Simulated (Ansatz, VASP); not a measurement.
**SbW: VASP beside Ansatz**

Aim: how closely do two programs agree when they are given the same cell, functional and k mesh? The cell is generated by rule, not measured, and may not be a known phase. The structure shown is the end of the Ansatz relaxation below.

Main program and level: Ansatz 0.2.0; plane waves, with VASP 6.6.1 beside it; single point at PBE.

### 1. Starting point

It takes space group P-6m2 (No. 187, hexagonal). The conventional cell has a = 3.596 Å, b = 3.596 Å, c = 3.642 Å, α = 90.00°, β = 90.00°, γ = 120.00°. W has 6 Sb at 2.76 Å nearest. Nearest to Sb lie 6 W at 2.76 Å. Farther neighbours are not listed.

### 2. Ansatz: relaxation, PBE

Ansatz runs on its default PAW (the set named soft_2) files.

This run makes the geometry at which the two programs are then compared.

The input, input.yaml:

```yaml
crystal:
  lattice:
    - [3.5875204312, -2.9252e-06, 0.0]
    - [-1.7937576823, 3.1068852926, 0.0]
    - [0.0, 0.0, 3.6604955933]
  atoms:
    - { symbol: W, position: [0.0, 0.0, 0.0] }
    - { symbol: Sb, position: [0.3333333333, 0.6666666667, 0.5] }
kpoints:
  mp_grid: { grid: [15, 15, 12] }
hamiltonian:
  xc: pbe
scf:
  occupations: { method: methfessel_paxton, width: 0.2 }
output:
  forces: true
  stress: true
  eigenvalues: true
relax:
  adjacent_minimum: "off"
  f_tol: 0.001
  max_steps: 60
  cell: { stress_tol: 0.01, fix: [volume] }
```

Launch:

```
$ ansatz run input.yaml --threads 4 --pin off --max-ram 8192MiB --backend cpu --events-out ev --progress --plain --runs-dir out
```

Numbers of over 12 decimals in the logs are rounded to 6 here.

Output:

```text
Engine: ansatz 0.2.0, aarch64-unknown-linux-gnu
Pseudopotentials: kind: paw
Pseudopotential: W, paw, valence charge 14, recommended cutoff 420 eV (normal), W.paw.azcp
Pseudopotential: Sb, paw, valence charge 15, recommended cutoff 420 eV (normal), Sb.paw.azcp
Functional definition: PBE
  parameter kappa = 0.804
  parameter beta = 0.066725
  exchange = pbe_x(kappa = kappa, mu = beta*pi^2/3)
  correlation = pbe_c(beta = beta)
Crystal: 2 atoms, lattice volume = 40.800 Å³
Basis set: ecut = 420 eV, 775 PW (Γ), exchange–correlation on 48×48×50 points (8 copies of the dense FFT grid, shifted against one another)
Bands: 19, of which v1, the nominal top of the filled ones, is band 15 counted from 1 (14 counted from 0)
Symmetry: 12 space group operations
Space group: P-6m2 (ITA 187), of the structure as read, at distance tolerance 3.4e-5 Å
k-points: 189 of 2700 (time reversal used)
Non-local potential: W, projectors of the file, l = 0: 3, l = 1: 2, l = 2: 2, l = 3: 1
Non-local potential: Sb, projectors of the file, l = 0: 2, l = 1: 2, l = 2: 2, l = 3: 2
PAW form: soft (Blöchl's): semilocal exchange-correlation on the pseudo side does not see the compensation charge
PAW one-centre angular grid: W, 590 points (default); XC on 64 Gauss nodes
PAW one-centre angular grid: Sb, 590 points (default); XC on 64 Gauss nodes
Initial density: superposition of atomic densities (neutral atoms: chi_scale 0, normalization atom), corrected by the library's trained network
Initial wavefunctions: pseudopotential atomic-orbital guess
Functional: x = pbe(κ = 0.804, μ = 0.219515), c = pbe(β = 0.066725)
SCF iter   1: F=—  HF=-16867.869062 eV  |F-HF|=—  |Δ(HF+E_count)|=         —  Δρ=6.97e-3  dr2=7.53e-3  ethr=1.77e-3  ⟨swp⟩=5.0  Hψ=18298  notcnv=0
preconditioner: auto → none  [metal: Δε(μ)=0.010 eV  Ē_g=7.421 eV  σ=0.200 eV  W_gap=0.04  n_scr=8 (ndim 8)  ℏωp=19.3 eV  f_vac=0.000  D(μ)=1.03/eV (n_scr^D=8)  sad-step TF]
SCF iter   2: F=—  HF=-16867.870249 eV  |F-HF|=—  |Δ(HF+E_count)|=   1.19e-3  S|Δr|=    0.00e0  Δρ=4.13e-3  dr2=2.96e-3  ethr=2.60e-5  ⟨swp⟩=1.0  Hψ=5103  notcnv=0
SCF iter   3: F=—  HF=-16867.870875 eV  |F-HF|=—  |Δ(HF+E_count)|=   6.26e-4  S|Δr|=    0.00e0  Δρ=2.58e-4  dr2=1.41e-5  ethr=1.02e-5  ⟨swp⟩=2.0  Hψ=4327  notcnv=0
SCF iter   4: F=—  HF=-16867.870865 eV  |F-HF|=—  |Δ(HF+E_count)|=   9.55e-6  S|Δr|=    0.00e0  Δρ=6.05e-5  dr2=1.35e-6  ethr=4.88e-8  ⟨swp⟩=2.0  Hψ=5587  notcnv=0
SCF iter   5: F=-16867.870865 eV  HF=-16867.870865 eV  |F-HF|=1.02e-10  |Δ(HF+E_count)|=   4.16e-7  S|Δr|=    0.00e0  Δρ=7.42e-6  dr2=1.08e-8  ethr=3.45e-10  ⟨swp⟩=4.8  Hψ=18292  notcnv=0
SCF 1 converged in 5 iterations: F = -16867.870865 eV  dr2 = 1.08e-8
  greatest PAW one-centre occupation: 0.999 electrons in one spin orbital (limit 2), on the W atom at site 0 (counted from 0), in its partial waves of l = 0
relax step   1: F+E_penalty+E_count = -16867.87086471 eV  Δ(F+E_penalty+E_count) = +0.000e0 eV  max|allowed force component| = 1.388e-17 eV/Å  Δτ_max = 0.0000 Å  P = -2.307 GPa  Ω = 40.800 Å³  fix = [volume]  reactions: volume -2.307 GPa  (5 SCF iters, dr2 threshold 1.00e-7 eV, accepted)
[...]
relax step   2: F+E_penalty+E_count = -16867.87116141 eV  Δ(F+E_penalty+E_count) = -2.967e-4 eV  max|allowed force component| = 6.939e-18 eV/Å  Δτ_max = 0.0000 Å  P = -1.927 GPa  Ω = 40.800 Å³  energy of the carried Pulay correction = +4.443e-6 eV  fix = [volume]  reactions: volume -1.927 GPa  (4 SCF iters, dr2 threshold 2.00e-7 eV, accepted)
[...]
relax step   3: F+E_penalty+E_count = -16867.87132472 eV  Δ(F+E_penalty+E_count) = -1.633e-4 eV  max|allowed force component| = 1.850e-17 eV/Å  Δτ_max = 0.0000 Å  P = -2.071 GPa  Ω = 40.800 Å³  energy of the carried Pulay correction = +2.774e-6 eV  fix = [volume]  reactions: volume -2.071 GPa  (4 SCF iters, dr2 threshold 2.00e-7 eV, accepted)
[...]
relax step   4: F+E_penalty+E_count = -16867.87132148 eV  Δ(F+E_penalty+E_count) = +3.244e-6 eV  max|allowed force component| = 1.156e-17 eV/Å  Δτ_max = 0.0000 Å  P = -2.071 GPa  Ω = 40.800 Å³  fix = [volume]  reactions: volume -2.071 GPa  stress off target by 1.12e-3 GPa on what of the cell is left free  SCF on the basis re-selected at this cell (its energy is not comparable with the rows above)  (4 SCF iters)
basis re-selected at this cell: Δ(F+E_penalty+E_count) = +3.244e-6 eV, ΔP = +0.000 GPa vs the last step (what re-selecting the basis moved, of the pressure what is left beyond the Pulay correction that the steps carried, after the strain that the cell walked since its last selection, with what the two solves' SCF thresholds leave and, on support functions, any second-order correction that the steps lacked; it is no measure of the basis error at this ecutwfc). The dense FFT grid was sized anew with the basis: this SCF ran on 25×25×25 points, the steps before it on 24×24×25, so part of this shift can come from that change (see relax.cell in the input reference). [rest of the remark cut]
SCF converged after 4 iterations
Stability not checked: this state was not tested for a lower state beside it, because cold or Methfessel-Paxton smearing, or corrected tetrahedra, fill the levels in a way that the test cannot read (fill_not_monotonic; see scf.lower_state_search)
Free energy (F): -16867.871321 eV
Harris-Foulkes:  -16867.871321 eV  (|F-HF|=0.00e0)
Internal energy: -16867.872712 eV  (E = F + TS)
E sigma→0 (E₀):  -16867.871669 eV
Entropy (-TS):   0.001390 eV (0.695 meV/atom)
Fermi energy:    16.759201 eV
--- Per-component energies (eV) ---
  E_band       = -236.544100
  E_kinetic    = 659.076488
  E_local      = -2099.064511  (includes V_loc(G=0)·N_el)
  E_nonlocal   = 367.766996
  E_hartree    = 898.351038
  E_xc         = -404.814290
  E_vxc        = -334.585677  (∫ρ·V_xc dr)
  E_paw        = -13142.026208  (= ΣΔE_a)
  E_vpaw       = -626.439396  (= ΣTr[D̂ρ^β])
  E_aug_tail   = -0.000064  (compensation charges beyond the density's cutoff)
  E_ewald      = -3147.162162
  E_smearing   = 0.001390  (= −TS)
  E_closure    = 0.000000  (closes the sum)
  Σ components = -16867.871321   (vs F -16867.871321, Δ=0.00e0)
--- Forces (eV/Å), atoms counted from 1 ---
  atom   1  W      0.00000000     0.00000000     0.00000000
  atom   2  Sb     0.00000000     0.00000000     0.00000000
  max |Σ_I F_I| component: 1.62e-16 eV/Å
--- Stress (GPa, compression-positive) ---
       -2.070033       0.000000      -0.000000
        0.000000      -2.070033      -0.000000
       -0.000000       0.000000      -2.071711
  P = ⅓ Tr σ = -2.0706 GPa (-20.706 kbar)
--- Band table (eV; the first three rows and the last of 189) ---
  k-point 0: bands = [... 11 lower, 14.2643, 14.2643, 15.9956, 16.7485, 16.7485, 21.0150, 21.0150, 21.2009]
  k-point 1: bands = [... 11 lower, 14.3105, 14.3105, 15.9019, 16.6221, 16.6221, 21.1332, 21.1332, 21.5266]
  k-point 2: bands = [... 11 lower, 14.4408, 14.4408, 15.9038, 16.3234, 16.3234, 21.3137, 21.3137, 22.0930]
  k-point 188: bands = [... 11 lower, 11.7658, 13.3394, 15.3403, 17.5550, 17.7308, 19.3668, 19.9363, 20.4977]
--- Relaxed structure (3 steps of the walk, 3 accepted, 1 SCFs on fresh bases) ---
  F+E_penalty+E_count = -16867.87132148 eV   max|allowed force component| = 1.156e-17 eV/Å   (the final SCF, on the basis selected at the relaxed cell)
  cell:  # Å, volume = 40.7999 Å³
    - [3.596376, -2.9324218607216363e-6, -1.6345208817385922e-19]
    - [-1.798185, 3.114554, 0]
    - [-1.6677693129608111e-19, 0, 3.642492]
  atoms:
    - { symbol: W, position: [0, -3.700743415524895e-17, 0] }
    - { symbol: Sb, position: [0.333333, 0.666667, 0.500000] }
```

### 3. VASP: single point, PBE, pair 1

The same cell, functional, mesh and smearing now go to VASP, with its own data sets.

Lines of VASP's logs that name or quote its potential files are left out, and so is its time.

The input, INCAR:

```
SYSTEM = SbW
PREC = Accurate
ENCUT = 600
EDIFF = 1E-06
NELM = 120
ISMEAR = 1
SIGMA = 0.2
LREAL = .FALSE.
ALGO = Normal
GGA = PE
NBANDS = 11
LASPH = .TRUE.
LORBIT = 11
LWAVE = .FALSE.
LCHARG = .FALSE.
ISIF = 2
GGA_COMPAT = .FALSE.
KPAR = 2
```

The input, POSCAR:

```
SbW
1.0
    3.5963756905     -0.0000029324      0.0000000000
   -1.7981853057      3.1145541758      0.0000000000
    0.0000000000      0.0000000000      3.6424915060
W Sb
1 1
Direct
    0.0000000000      0.0000000000      0.0000000000
    0.3333333333      0.6666666667      0.5000000000
```

The input, KPOINTS:

```
Automatic mesh
0
Gamma
15 15 12
0 0 0
```

Potentials, in the order of the species: W and Sb (PBE family, release 64).

Launch:

```
$ mpirun -np 2 vasp_std
```

Output:

```text
[banner, memory and clock lines left out]
running    2 mpi-ranks, on    1 nodes
 distrk:  each k-point on    1 cores,    2 groups
 distr:  one band on    1 cores,    1 groups

 POSCAR found type information on POSCAR W Sb
 POSCAR found :  2 types and       2 ions
 LDA part: xc-table for (Slater+PW92), standard interpolation
 POSCAR, INCAR and KPOINTS ok, starting setup
 FFT: planning ... GRIDC
 FFT: planning ... GRID_SOFT
 FFT: planning ... GRID
 WAVECAR not read
 entering main loop
       N       E                     dE             d eps       ncg     rms          rms(c)
DAV:   1     0.411831412236E+02    0.41183E+02   -0.46279E+03  4158   0.891E+02
DAV:   2    -0.132870683715E+02   -0.54470E+02   -0.51826E+02  5312   0.183E+02
DAV:   3    -0.162750440252E+02   -0.29880E+01   -0.28946E+01  5273   0.406E+01
DAV:   4    -0.163145007049E+02   -0.39457E-01   -0.39296E-01  4830   0.471E+00
DAV:   5    -0.163149166208E+02   -0.41592E-03   -0.41584E-03  4963   0.505E-01    0.155E+01
DAV:   6    -0.157652445865E+02    0.54967E+00   -0.19297E+00  5083   0.805E+00    0.592E+00
DAV:   7    -0.157210319700E+02    0.44213E-01   -0.77552E-02  4339   0.207E+00    0.313E+00
DAV:   8    -0.157095714130E+02    0.11461E-01   -0.28387E-02  4723   0.106E+00    0.315E-01
DAV:   9    -0.157092729866E+02    0.29843E-03   -0.14363E-03  4491   0.261E-01    0.636E-02
DAV:  10    -0.157092884826E+02   -0.15496E-04   -0.13435E-04  4763   0.778E-02    0.119E-02
DAV:  11    -0.157092916480E+02   -0.31655E-05   -0.78277E-06  4805   0.237E-02    0.955E-03
DAV:  12    -0.157092907103E+02    0.93773E-06   -0.63569E-07  2598   0.574E-03
   1 F= -.15709291E+02 E0= -.15709804E+02  d E =0.153870E-02
```

OUTCAR, selected parts (step 3):

```text
ion  position               nearest neighbor table
   1  0.000  0.000  0.000-   2 2.76   2 2.76   2 2.76   2 2.76   2 2.76   2 2.76
   2  0.333  0.667  0.500-   1 2.76   1 2.76   1 2.76   1 2.76   1 2.76   1 2.76

  LATTYP: Found a hexagonal cell.
 ALAT       =     3.5963756905
 C/A-ratio  =     1.0128228582

 Subroutine GETGRP returns: Found 12 space group operations
 (whereof 12 operations were pure point group operations)

The static configuration has the point symmetry D_3h.

 Found    189 irreducible k-points:

   k-points           NKPTS =    189   k-points in BZ     NKDIM =    189   number of bands    NBANDS=     11

   dimension x,y,z NGX =    30 NGY =   30 NGZ =   30
   dimension x,y,z NGXF=    60 NGYF=   60 NGZF=   60

   ENCUT  =  600.0 eV  44.10 Ry    6.64 a.u.   7.18  7.18  7.27*2*pi/ulx,y,z

   NELECT =      11.0000    total number of electrons

 k-points in reciprocal lattice and weights: Automatic mesh
   0.00000000  0.00000000  0.00000000       0.000
   0.06666667 -0.00000000  0.00000000       0.002
   0.13333333 -0.00000000  0.00000000       0.002
   0.20000000 -0.00000000  0.00000000       0.002
   0.26666667 -0.00000000  0.00000000       0.002
   0.33333333  0.00000000  0.00000000       0.002
   0.40000000 -0.00000000  0.00000000       0.002
   0.46666667  0.00000000  0.00000000       0.002
   0.06666667  0.06666667  0.00000000       0.002
[...]
0.33333333  0.26666667  0.50000000       0.004
   0.33333333  0.33333333  0.50000000       0.001

 average (electrostatic) potential at core
       1 -37.1117       2 -84.0680

 E-fermi :   8.9057

 k-point     1 :       0.0000    0.0000    0.0000
  band No.  band energies     occupation
    ...
      3       6.4248      2.00000
      4       6.4248      2.00000
      5       8.1764      2.00000
      6       8.8830      1.19119
      7       8.8830      1.19119
      8      13.1947      0.00000
      9      13.1947      0.00000
     10      13.4065      0.00000
     11      15.4310      0.00000

 k-point     2 :       0.0667   -0.0000    0.0000
  band No.  band energies     occupation
    ...
      2       5.6688      2.00000
      3       6.2968      2.00000
      4       6.4781      2.00000
      5       7.7559      2.00000
      6       8.8708      1.29040
      7       9.3870     -0.00348
      8      12.3671     -0.00000
      9      12.9785      0.00000
     10      14.0864      0.00000
     11      15.4148      0.00000

 k-point     3 :       0.1333   -0.0000    0.0000
  band No.  band energies     occupation
    ...
      2       5.5127      2.00000
      3       6.1128      2.00000
      4       6.6339      2.00000
      5       7.1959      2.00000
      6       8.8369      1.54638
      7      10.1889     -0.00000
      8      11.3983     -0.00000
      9      12.4706     -0.00000
     10      14.5098      0.00000
     11      15.7505      0.00000

  Total       -0.7099522     -0.7099522     -0.7940894     -0.0000000      0.0000000      0.0000000
  in kB      -27.8792081    -27.8792081    -31.1832022     -0.0000000      0.0000000      0.0000000
  external PRESSURE =     -28.9805395 kB  Pullay stress =       0.0000000 kB

  energy-cutoff  :      600.00
  volume of cell :       40.80
      direct lattice vectors                 reciprocal lattice vectors
     3.596375690 -0.000002932  0.000000000     0.278057844  0.160536469  0.000000000
    -1.798185306  3.114554176  0.000000000     0.000000262  0.321073391  0.000000000
     0.000000000  0.000000000  3.642491506     0.000000000  0.000000000  0.274537359

 POSITION                                       TOTAL-FORCE (eV/Angst)
 -----------------------------------------------------------------------------------
      0.00000      0.00000      0.00000         0.000000      0.000000      0.000000
      0.00000      2.07637      1.82125        -0.000000      0.000000      0.000000
 -----------------------------------------------------------------------------------
    total drift:                                0.000000     -0.000000      0.000000

  FREE ENERGIE OF THE ION-ELECTRON SYSTEM (eV)
  ---------------------------------------------------
  free  energy   TOTEN  =       -15.7092907103 eV

  energy  without entropy=      -15.7108294149  energy(sigma->0) =      -15.70980361

 total charge
# of ion       s       p       d       tot
------------------------------------------
    1        0.467   0.431   4.189   5.087
    2        1.084   1.368   0.098   2.550
--------------------------------------------------
tot          1.551   1.799   4.288   7.637

[... 3 further parts left out ...]
```

The run ends at a pressure of -2.90 GPa.

### 4. Differences

Known differences besides the potentials themselves: the data sets hold 29 valence electrons in Ansatz (on its default PAW (the set named soft_2) files) and 11 in VASP; the cutoff is 420 eV in Ansatz and 600 eV in VASP; Ansatz's pressure holds a Pulay correction, VASP's none. Total energies have different zeros and are not compared.

The two programs side by side:

```csv
quantity,Ansatz,VASP,difference
pressure (GPa),-2.07,-2.90,+0.83
```

### 5. Ansatz: relaxation, PBE

This run makes the geometry at which the two programs are then compared. The cell compared in this pair holds 41.40 Å³, against 40.80 Å³ for the pair before.

The structure compared here is the end of the Ansatz relaxation.

Changes to input.yaml since step 2:

```diff
@@ -2,5 +2,5 @@
   lattice:
-    - [3.5875204312, -2.9252e-06, 0.0]
-    - [-1.7937576823, 3.1068852926, 0.0]
-    - [0.0, 0.0, 3.6604955933]
+    - [3.6051065967, -2.9395e-06, 0.0]
+    - [-1.8025507526, 3.1221153659, 0.0]
+    - [0.0, 0.0, 3.6784394859]
   atoms:
```

Launch:

```
$ ansatz run input.yaml --threads 4 --pin off --max-ram 8192MiB --backend cpu --events-out ev --progress --plain --runs-dir out
```

Output:

```text
[...]
Crystal: 2 atoms, lattice volume = 41.403 Å³
Basis set: ecut = 420 eV, 793 PW (Γ), exchange–correlation on 50×50×50 points (8 copies of the dense FFT grid, shifted against one another)
Bands: 19, of which v1, the nominal top of the filled ones, is band 15 counted from 1 (14 counted from 0)
Symmetry: 12 space group operations
[...]
k-points: 189 of 2700 (time reversal used)
[...]
k-point 188: bands = [... 11 lower, 11.5047, 13.0921, 15.0881, 17.1892, 17.4586, 18.9761, 19.5477, 20.1068]
--- Relaxed structure (3 steps of the walk, 3 accepted, 1 SCFs on fresh bases) ---
[...]
cell:  # Å, volume = 41.4029 Å³
    - [3.622761, -2.953934555173059e-6, 0.0]
    - [-1.811378, 3.137405, 0.0]
    - [0.0, 0.0, 3.642675]
  atoms:
    - { symbol: W, position: [0.0, -3.700743415524894e-17, 0.0] }
    - { symbol: Sb, position: [0.333333, 0.666667, 0.500000] }
[key lines of the parts left out:]
SCF converged after 5 iterations
Free energy (F): -16867.859902 eV
Fermi energy:    16.449254 eV
P = ⅓ Tr σ = -3.9736 GPa (-39.736 kbar)
```

### 6. VASP: single point, PBE, pair 2

The same cell, functional, mesh and smearing now go to VASP, with its own data sets.

INCAR is that of step 3.

The input, POSCAR:

```
SbW
1.0
    3.6227610277     -0.0000029539      0.0000000000
   -1.8113779557      3.1374045588      0.0000000000
    0.0000000000      0.0000000000      3.6426753154
W Sb
1 1
Direct
    0.0000000000      0.0000000000      0.0000000000
    0.3333333333      0.6666666667      0.5000000000
```

KPOINTS is that of step 3.

Launch:

```
$ mpirun -np 2 vasp_std
```

Output:

```text
[... set-up lines as in an earlier step ...]
 entering main loop
       N       E                     dE             d eps       ncg     rms          rms(c)
DAV:   1     0.397032662412E+02    0.39703E+02   -0.46083E+03  4158   0.887E+02
DAV:   2    -0.133239659719E+02   -0.53027E+02   -0.50416E+02  5311   0.180E+02
DAV:   3    -0.162739943299E+02   -0.29500E+01   -0.28636E+01  5265   0.402E+01
DAV:   4    -0.163158720094E+02   -0.41878E-01   -0.41420E-01  4818   0.481E+00
[...]
DAV:  10    -0.156952050341E+02   -0.18046E-04   -0.14127E-04  4806   0.793E-02    0.115E-02
DAV:  11    -0.156952080065E+02   -0.29725E-05   -0.81593E-06  4821   0.237E-02    0.892E-03
DAV:  12    -0.156952070594E+02    0.94715E-06   -0.68702E-07  2736   0.599E-03
   1 F= -.15695207E+02 E0= -.15695600E+02  d E =0.117977E-02
```

(Part 1 of 2 ends here.)

[Lines on the potential files, build, host, timing and source positions are cut from VASP's logs without a mark.]

[Logs are printed without paths, hosts, clocks, repeated set-up lines and the standing remarks that a program may print on its own settings, such as how far it seeks lower states.]

[Hosts, paths, dates, database ids (printed as entryN), source tags and the programs' standing remarks are cut or masked in the printed files.]
